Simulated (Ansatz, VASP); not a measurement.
# Al3Ga5N8 in two plane-wave programs

Aim: how closely do two programs agree when they are given the same cell, functional and k mesh? The cell is taken from a series of runs on this material, whose earlier steps may have relaxed, scaled, displaced or heated it; both programs get it as it stands.

Program: Ansatz 0.2.0. Level of theory: plane waves, with VASP 6.6.1 beside it; relaxation of cell and atoms at r2SCAN. Results are calculated unless marked as measured.

## (1) Starting point

It takes space group Cm (No. 8, monoclinic). Conventional cell: a = 10.926 Å, b = 6.308 Å, c = 5.128 Å, α = 90.00°, β = 90.00°, γ = 90.00°. Nearest to Ga lie 4 N at 1.93 Å. Ga has 4 N at 1.93 Å nearest. Nearest to Al lie 4 N at 1.93 Å. Nearest to Al lie 4 N at 1.93 Å. Farther neighbours and most contacts between anions are not listed.

Structure file:

```xyz
16
Lattice="6.3082 0.0000 0.0000 -3.1541 5.4631 0.0000 0.0000 0.0000 5.1283" Properties=species:S:1:pos:R:3 pbc="T T T"
Ga    0.0000    3.6421    2.5641
Ga    3.1541    1.8210    0.0000
Ga    4.7312    0.9105    2.5641
Ga    1.5771    4.5526    0.0000
Ga    3.1541    3.6421    2.5641
Al    0.0000    1.8210    0.0000
Al    1.5771    0.9105    2.5641
Al   -1.5771    4.5526    0.0000
N     1.5771    0.9105    0.6354
N     0.0000    1.8210    3.1996
N     0.0000    3.6421    0.6354
N    -1.5771    4.5526    3.1996
N     4.7312    0.9105    0.6354
N     3.1541    1.8210    3.1996
N     3.1541    3.6421    0.6354
N     1.5771    4.5526    3.1996
```

## (2) VASP: relaxation of cell and atoms, r2SCAN

The relaxed volume is the usual yardstick between codes: in a stiff, nearly cubic crystal its relative difference is about their pressure difference at one cell divided by the bulk modulus.

Lines of VASP's logs that name or quote its potential files are left out, and so is its time.

INCAR reads:

```
SYSTEM = Al3Ga5N8
PREC = Accurate
ENCUT = 660
EDIFF = 1E-07
NELM = 120
ISMEAR = -1
SIGMA = 0.02
LREAL = .FALSE.
ALGO = Normal
METAGGA = R2SCAN
LASPH = .TRUE.
NBANDS = 73
LORBIT = 11
LWAVE = .FALSE.
LCHARG = .FALSE.
ISIF = 3
IBRION = 2
NSW = 80
EDIFFG = -0.005
GGA_COMPAT = .FALSE.
NELMIN = 4
EFERMI = MIDGAP
LMIXTAU = .TRUE.
KPAR = 4
```

POSCAR reads:

```
Al3Ga5N8
1.0
    6.3082247000      0.0000000000      0.0000000000
   -3.1541123500      5.4630828400      0.0000000000
    0.0000000000      0.0000000000      5.1282761100
Ga Al N
5 3 8
Direct
    0.3333333300      0.6666666700      0.5000000000
    0.6666666700      0.3333333300      0.0000000000
    0.8333333300      0.1666666700      0.5000000000
    0.6666666700      0.8333333300      0.0000000000
    0.8333333300      0.6666666700      0.5000000000
    0.1666666700      0.3333333300      0.0000000000
    0.3333333300      0.1666666700      0.5000000000
    0.1666666700      0.8333333300      0.0000000000
    0.3333333300      0.1666666700      0.1239072100
    0.1666666700      0.3333333300      0.6239072100
    0.3333333300      0.6666666700      0.1239072100
    0.1666666700      0.8333333300      0.6239072100
    0.8333333300      0.1666666700      0.1239072100
    0.6666666700      0.3333333300      0.6239072100
    0.8333333300      0.6666666700      0.1239072100
    0.6666666700      0.8333333300      0.6239072100
```

KPOINTS reads:

```
Automatic mesh
0
Gamma
5 5 5
0 0 0
```

Potentials, in the order of the species: Ga_d, Al and N (PBE family, release 64).

The run is started by

```sh
$ mpirun -np 4 vasp_std
```

Numbers of over 12 decimals in the logs are rounded to 6 here.

The log of the run:

```text
[banner, memory and clock lines left out]
running    4 mpi-ranks, on    1 nodes
 distrk:  each k-point on    1 cores,    4 groups
 distr:  one band on    1 cores,    1 groups

 POSCAR found type information on POSCAR GaAlN
 POSCAR found :  3 types and      16 ions
|                                                                             |
|               ----> ADVICE to this user running VASP <----                  |
|                                                                             |
|     You enforced a specific xc type in the INCAR file but a different       |
|     [... a line on the potential file left out ...]
|     I HOPE YOU KNOW WHAT YOU ARE DOING!                                     |
|                                                                             |

 LDA part: xc-table for (None), standard interpolation
 POSCAR, INCAR and KPOINTS ok, starting setup
 FFT: planning ... GRIDC
 FFT: planning ... GRID_SOFT
 FFT: planning ... GRID
 WAVECAR not read
 entering main loop
       N       E                     dE             d eps       ncg     rms          rms(c)
DAV:   1     0.160669073616E+04    0.16067E+04   -0.56821E+04  6640   0.303E+03
DAV:   2     0.243983935078E+03   -0.13627E+04   -0.12595E+04  5694   0.902E+02
DAV:   3    -0.160340561903E+03   -0.40432E+03   -0.38208E+03  7025   0.292E+02
DAV:   4    -0.201891593787E+03   -0.41551E+02   -0.40967E+02  6523   0.979E+01
DAV:   5    -0.204615223546E+03   -0.27236E+01   -0.27105E+01  8248   0.260E+01    0.222E+01
DAV:   6    -0.171010140860E+03    0.33605E+02   -0.47003E+01  9024   0.607E+01    0.804E+00
DAV:   7    -0.164423208458E+03    0.65869E+01   -0.91046E+00  6498   0.147E+01    0.511E+00
DAV:   8    -0.175059027342E+03   -0.10636E+02   -0.80758E+00  8572   0.220E+01    0.431E+00
DAV:   9    -0.170719482182E+03    0.43395E+01   -0.26012E+00  6706   0.102E+01    0.142E+00
DAV:  10    -0.166794711511E+03    0.39248E+01   -0.12502E+00  6803   0.835E+00    0.343E-01
DAV:  11    -0.166914955678E+03   -0.12024E+00   -0.36325E-01  7130   0.493E+00    0.538E-01
DAV:  12    -0.166935536240E+03   -0.20581E-01   -0.30413E-02  7516   0.137E+00    0.491E-01
DAV:  13    -0.166934701464E+03    0.83478E-03   -0.64564E-03  8932   0.161E+00    0.241E-01
DAV:  14    -0.166928702791E+03    0.59987E-02   -0.80624E-03  7492   0.945E-01    0.140E-01
[...]
DAV:  22    -0.166945517530E+03   -0.56331E-05   -0.69397E-06  7924   0.318E-02    0.225E-03
DAV:  23    -0.166945517881E+03   -0.35087E-06   -0.16907E-06  6652   0.114E-02    0.867E-04
DAV:  24    -0.166945516930E+03    0.95113E-06   -0.58275E-07  5708   0.782E-03    0.822E-04
DAV:  25    -0.166945517609E+03   -0.67903E-06   -0.15737E-07  4380   0.492E-03    0.331E-04
DAV:  26    -0.166945517402E+03    0.20642E-06   -0.33980E-08  3460   0.298E-03    0.227E-04
DAV:  27    -0.166945517603E+03   -0.20102E-06   -0.14459E-08  3292   0.149E-03    0.368E-04
DAV:  28    -0.166945517327E+03    0.27665E-06   -0.10500E-08  3212   0.230E-03    0.149E-04
DAV:  29    -0.166945517290E+03    0.36105E-07   -0.82723E-09  3196   0.109E-03
   1 F= -.16694552E+03 E0= -.16694552E+03  d E =-.166946E+03
[... from here on, the cycles between the ionic steps are left out ...]
   6 F= -.16716919E+03 E0= -.16716919E+03  d E =-.940603E-03
   7 F= -.16716924E+03 E0= -.16716924E+03  d E =-.988805E-03
   8 F= -.16716955E+03 E0= -.16716955E+03  d E =-.307959E-03
   9 F= -.16716957E+03 E0= -.16716957E+03  d E =-.331018E-03
  10 F= -.16716967E+03 E0= -.16716967E+03  d E =-.929782E-04
  11 F= -.16716967E+03 E0= -.16716967E+03  d E =-.979531E-04
  12 F= -.16716970E+03 E0= -.16716970E+03  d E =-.251889E-04
  13 F= -.16716970E+03 E0= -.16716970E+03  d E =-.251005E-04
 curvature:  -0.71 expect dE=-0.989E-05 dE for cont linesearch -0.209E-07
 trial: gam= 0.21313 g(F)=  0.126E-04 g(S)=  0.134E-05 ort = 0.144E-05 (trialstep = 0.105E+01)
 search vector abs. value=  0.177E-04
 bond charge predicted
       N       E                     dE             d eps       ncg     rms          rms(c)
DAV:   1    -0.167169698736E+03   -0.19578E-05   -0.29825E-03  6121   0.247E-01    0.137E-02
DAV:   2    -0.167169705950E+03   -0.72143E-05   -0.12272E-04  7324   0.832E-02    0.690E-03
DAV:   3    -0.167169706268E+03   -0.31711E-06   -0.12771E-05  7274   0.296E-02    0.363E-03
DAV:   4    -0.167169705093E+03    0.11750E-05   -0.23724E-06  7796   0.273E-02    0.104E-03
DAV:   5    -0.167169705209E+03   -0.11664E-06   -0.96233E-07  7388   0.103E-02    0.519E-04
DAV:   6    -0.167169705273E+03   -0.63772E-07   -0.23619E-07  4548   0.324E-03
  14 F= -.16716971E+03 E0= -.16716971E+03  d E =-.845217E-05
 trial-energy change:   -0.000008  1 .order   -0.000007   -0.000015    0.000001
 step:   1.0011(harm=  0.9755)  dis= 0.00035  next Energy=  -167.169705 (dE=-0.848E-05)
 reached required accuracy - stopping structural energy minimisation
```

OUTCAR, selected parts (step 2):

```text
ion  position               nearest neighbor table
   1  0.333  0.667  0.500-  12 1.93  11 1.93  10 1.93  16 1.93
   2  0.667  0.333  0.000-  13 1.93  14 1.93  15 1.93   9 1.93
   3  0.833  0.167  0.500-  14 1.93  13 1.93  16 1.93  10 1.93
   4  0.667  0.833  0.000-  15 1.93  16 1.93  13 1.93  11 1.93
   5  0.833  0.667  0.500-  16 1.93  15 1.93  14 1.93  12 1.93
   6  0.167  0.333  0.000-   9 1.93  10 1.93  11 1.93  13 1.93   7 3.14   7 3.14   8 3.15   8 3.15

  LATTYP: Found a hexagonal cell.
 ALAT       =     6.3082247000
 C/A-ratio  =     0.8129507673

 Subroutine GETGRP returns: Found  2 space group operations
 (whereof  2 operations were pure point group operations)

The static configuration has the point symmetry C_1h.

 Found     39 irreducible k-points:

   k-points           NKPTS =     39   k-points in BZ     NKDIM =     39   number of bands    NBANDS=     73

   dimension x,y,z NGX =    54 NGY =   54 NGZ =   48
   dimension x,y,z NGXF=   108 NGYF=  108 NGZF=   96

   ENCUT  =  660.0 eV  48.51 Ry    6.96 a.u.  13.21 13.21 10.74*2*pi/ulx,y,z

   NELECT =     114.0000    total number of electrons

 k-points in reciprocal lattice and weights: Automatic mesh
   0.00000000  0.00000000  0.00000000       0.008
   0.20000000 -0.00000000  0.00000000       0.016
   0.00000000  0.20000000  0.00000000       0.032
   0.40000000 -0.00000000  0.00000000       0.016
   0.00000000  0.40000000  0.00000000       0.032
   0.20000000  0.20000000  0.00000000       0.032
  -0.20000000  0.40000000  0.00000000       0.016
   0.40000000  0.20000000  0.00000000       0.016
  -0.20000000 -0.40000000  0.00000000       0.032
[...]
-0.20000000 -0.40000000  0.40000000       0.032
   0.20000000  0.40000000  0.40000000       0.032

 average (electrostatic) potential at core
       1 -67.7653       2 -67.7892       3 -67.7352       4 -67.7571       5 -67.7352
       6 -75.4948       7 -75.4581       8 -75.4948       9 -63.9310      10 -64.0479
      11 -64.0856      12 -64.0479      13 -64.1955      14 -64.2085      15 -64.1955
      16 -64.3214

 E-fermi :   6.9496

 k-point     1 :       0.0000    0.0000    0.0000
  band No.  band energies     occupation
    ...
     53       4.5214      2.00000
     54       4.5322      2.00000
     55       5.2639      2.00000
     56       5.2999      2.00000
     57       5.3671      2.00000
     58       8.5321      0.00000
     59      10.8167      0.00000
     60      10.9746      0.00000
     61      11.1636      0.00000
     62      11.3316      0.00000
    ...

 k-point     2 :       0.2000   -0.0000    0.0000
  band No.  band energies     occupation
    ...
     53       4.1660      2.00000
     54       4.5047      2.00000
     55       4.6137      2.00000
     56       5.2055      2.00000
     57       5.3086      2.00000
     58       9.1859      0.00000
     59      11.2528      0.00000
     60      11.4490      0.00000
     61      11.5721      0.00000
     62      11.6456      0.00000
    ...

 k-point     3 :       0.0000    0.2000    0.0000
  band No.  band energies     occupation
    ...
     53       4.2078      2.00000
     54       4.5411      2.00000
     55       4.6584      2.00000
     56       5.1976      2.00000
     57       5.2485      2.00000
     58       9.1888      0.00000
     59      11.1762      0.00000
     60      11.4018      0.00000
     61      11.6431      0.00000
     62      11.7127      0.00000
    ...

  Total       -0.0115128     -0.0071816      0.0101026     -0.0037510      0.0007747      0.0013568
  in kB       -0.1044556     -0.0651582      0.0916613     -0.0340326      0.0070290      0.0123106
  external PRESSURE =      -0.0259842 kB  Pullay stress =       0.0000000 kB

  energy-cutoff  :      660.00
  volume of cell :      176.59
      direct lattice vectors                 reciprocal lattice vectors
     6.312626295  0.000532824 -0.001899242     0.158404972  0.091455153  0.000063778
    -3.155851708  5.466095497  0.000000000    -0.000015431  0.182937035  0.000031889
    -0.001545314 -0.000892188  5.117422769     0.000058789  0.000033942  0.195410887

 POSITION                                       TOTAL-FORCE (eV/Angst)
 -----------------------------------------------------------------------------------
     -0.01272      3.63672      2.56125         0.000831      0.000480     -0.000596
      3.14427      1.81534      0.00276        -0.001381     -0.000797     -0.000027
      4.74366      0.92005      2.55949         0.000401      0.001853      0.001596
      1.57549      4.55367      0.00315        -0.002302     -0.001329      0.002144
      3.16861      3.64811      2.55949         0.001805     -0.000579      0.001596
      0.01106      1.81859      0.00836         0.000109     -0.000542      0.000896
      1.56891      0.90581      2.56523         0.000935      0.000540      0.000570
     -1.57538      4.56638      0.00836        -0.000415      0.000365      0.000896
      1.53844      0.88822      0.66065        -0.000604     -0.000349     -0.003366
      0.04071      1.80158      3.22752         0.000844      0.000870     -0.001373
     -0.04002      3.62096      0.59609        -0.001765     -0.001019      0.000504
     -1.57528      4.60056      3.22752         0.001175      0.000295     -0.001373
      4.77045      0.93571      0.60636        -0.000414     -0.000305     -0.001645
      3.11749      1.79988      3.16145         0.000400      0.000231      0.001415
      3.19557      3.66348      0.60636        -0.000471     -0.000207     -0.001645
      1.57522      4.55352      3.17314         0.000852      0.000492      0.000405
 -----------------------------------------------------------------------------------
    total drift:                               -0.006116     -0.003554     -0.005976

  FREE ENERGIE OF THE ION-ELECTRON SYSTEM (eV)
  ---------------------------------------------------
  free  energy   TOTEN  =      -167.1697052730 eV

  energy  without entropy=     -167.1697052730  energy(sigma->0) =     -167.16970527

 reached required accuracy - stopping structural energy minimisation

 total charge
# of ion       s       p       d       tot
------------------------------------------
    1        0.752   0.880  10.194  11.826
    2        0.751   0.875  10.191  11.817
    3        0.755   0.889  10.199  11.842
    4        0.754   0.884  10.195  11.833
    5        0.755   0.889  10.199  11.842
    6        0.368   0.443   0.000   0.811
    7        0.369   0.446   0.000   0.814
    8        0.368   0.443   0.000   0.811
    9        1.226   2.617   0.000   3.843
   10        1.228   2.600   0.000   3.828
   11        1.227   2.594   0.000   3.821
   12        1.228   2.600   0.000   3.828
   13        1.228   2.578   0.000   3.807
   14        1.228   2.577   0.000   3.805
   15        1.228   2.578   0.000   3.807
   16        1.229   2.560   0.000   3.790
--------------------------------------------------
tot         14.692  26.453  50.978  92.123

[... 3 further parts left out ...]
```

The gap is read on the k-mesh alone, so it is an upper bound where the band edges lie off the mesh. The PAW data sets were made with PBE, which is usual practice but a small mismatch for other functionals. The run keeps the 2 symmetry operations of its start, so it cannot find a distortion of lower symmetry.

(Part 1 of 2 ends here.)

[Lines on the potential files, build, host, timing and source positions are cut from VASP's logs without a mark.]

[Logs are printed without paths, hosts, clocks, repeated set-up lines and the standing remarks that a program may print on its own settings, such as how far it seeks lower states.]

[Hosts, paths, dates, database ids (printed as entryN), source tags and the programs' standing remarks are cut or masked in the printed files.]
